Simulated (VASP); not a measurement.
Level of theory: r2SCAN meta-GGA, VASP's PBE PAW potentials (set 64) (plane waves; VASP 6.6.1).

A VASP calculation is set up with these files.

File POSCAR:
```
Y(001) slab
26.2103850
  0.1405692582   0.0000000000   0.0000000000
 -0.0702846291   0.1217365592   0.0000000000
  0.0000000000   0.0000000000   1.0000000140
Y
4
direct
  0.6666670000   0.3333330000   0.4449266864
  0.3333330000   0.6666670000   0.3378524143
  0.6666670000   0.3333330000   0.6621475857
  0.3333330000   0.6666670000   0.5550733136
```

INCAR:
```
ALGO = Normal
DIPOL = 0.5 0.5 0.5
EDIFF = 1E-6
ENCUT = 400
IDIPOL = 3
ISMEAR = 1
LASPH = .TRUE.
LCHARG = .FALSE.
LDIPOL = .TRUE.
LMAXMIX = 4
LMIXTAU = .TRUE.
LORBIT = 11
LREAL = .FALSE.
LVHAR = .TRUE.
LWAVE = .FALSE.
METAGGA = R2SCAN
NELM = 100
NELMIN = 4
PREC = Normal
SIGMA = 0.1
SYSTEM = Y(001) slab
```

**KPOINTS**
```
K-points
0
Gamma
  9 9 1
```

POTCAR, in this order: Y_sv (PBE.64 set). Program: vasp_std. Read from the step before: WAVECAR.

Output of the run:

### OSZICAR
```
       N       E                     dE             d eps       ncg     rms          rms(c)
DAV:   1    -0.794751185456E+02   -0.79475E+02   -0.44384E-03   824   0.162E-01    0.559E-01
DAV:   2    -0.794787809667E+02   -0.36624E-02   -0.55074E-02   864   0.534E-01    0.155E+00
DAV:   3    -0.794741989704E+02    0.45820E-02   -0.25043E-02   832   0.394E-01    0.237E-01
DAV:   4    -0.794743049712E+02   -0.10600E-03   -0.61655E-04   830   0.762E-02    0.164E-01
DAV:   5    -0.794743061781E+02   -0.12069E-05   -0.44679E-05   660   0.246E-02    0.124E-01
DAV:   6    -0.794742708334E+02    0.35345E-04   -0.34506E-05   656   0.180E-02    0.553E-02
DAV:   7    -0.794742933797E+02   -0.22546E-04   -0.21178E-05   628   0.185E-02    0.158E-02
DAV:   8    -0.794743061379E+02   -0.12758E-04   -0.37049E-06   520   0.126E-02    0.622E-03
DAV:   9    -0.794743061732E+02   -0.35294E-07   -0.17943E-06   550   0.928E-03
   1 F= -.79474306E+02 E0= -.79474503E+02  d E =0.590717E-03
```

### OUTCAR
```
------------------------ aborting loop because EDIFF is reached ----------------------------------------
  FORCE on cell =-STRESS in cart. coord.  units (eV):
  Direction    XX          YY          ZZ          XY          YZ          ZX
  --------------------------------------------------------------------------------------
  Total       -1.2573840     -1.2573842     -0.3267316     -0.0000000      0.0000000     -0.0000000
  in kB       -6.5380303     -6.5380314     -1.6989092     -0.0000000      0.0000000     -0.0000000
  external PRESSURE =      -4.9249903 kB  Pullay stress =       0.0000000 kB
  volume of cell :      308.13
      direct lattice vectors                 reciprocal lattice vectors
     3.684374377  0.000000000  0.000000000     0.271416501  0.156702376  0.000000000
    -1.842187188  3.190762086  0.000000000     0.000000000  0.313404752  0.000000000
     0.000000000  0.000000000 26.210385366     0.000000000  0.000000000  0.038152816
 POSITION                                       TOTAL-FORCE (eV/Angst)
 -----------------------------------------------------------------------------------
      1.84219      1.06359     11.66170         0.000000     -0.000000      0.028379
     -0.00000      2.12718      8.85524        -0.000000      0.000000      0.027596
      1.84219      1.06359     17.35514         0.000000      0.000000     -0.027596
     -0.00000      2.12718     14.54869        -0.000000      0.000000     -0.028379
 -----------------------------------------------------------------------------------
    total drift:                                0.000000      0.000000      0.000000
  FREE ENERGIE OF THE ION-ELECTRON SYSTEM (eV)
  ---------------------------------------------------
  free  energy   TOTEN  =       -79.4743061732 eV

  energy  without entropy=      -79.4748968898  energy(sigma->0) =      -79.47450308

 total charge

# of ion       s       p       d       f       tot
--------------------------------------------------
    1        2.260   6.268   0.857   0.006   9.392
    2        2.278   6.166   0.847   0.005   9.296
    3        2.278   6.166   0.847   0.005   9.296
    4        2.260   6.268   0.857   0.006   9.392
--------------------------------------------------
tot          9.077  24.868   3.409   0.022  37.376
```
(Selected blocks of OUTCAR.)

The cell is a thin slab with vacuum, built from Y (hcp): (001) face.
